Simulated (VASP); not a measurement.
CdTe (zinc blende) relaxed at rising pressure, in one space group throughout; other phases were not tried. The pressures are those reached. Method: LDA (Ceperley-Alder, Perdew-Zunger), VASP's LDA PAW potentials (set 64) (plane waves; VASP 6.6.1).

```tsv
P (GPa)	V (Å³/atom)	k-mesh
0.00	33.096	7×7×7
4.95	30.331	7×7×7
10.02	28.445	8×8×8
20.01	25.961	8×8×8
30.11	24.259	8×8×8
```

A change of mesh leaves a small step in the series.

### Question
Fit an equation of state and predict the volume at 45.09 GPa.

### Answer
Least squares on the third-order Birch-Murnaghan form, P = (3B0/2)(y⁷ − y⁵)[1 + (3/4)(B′ − 4)(y² − 1)] with y = (V0/V)^(1/3), gives V0 = 33.093 Å³/atom, B0 = 46 GPa and B′ = 4.7, and so 22.477 Å³/atom. The run gave 22.467 Å³/atom, -0.0 % from the fit.

Pressures at which the relaxation failed are left out.

The compound is CdTe in the zinc blende structure.
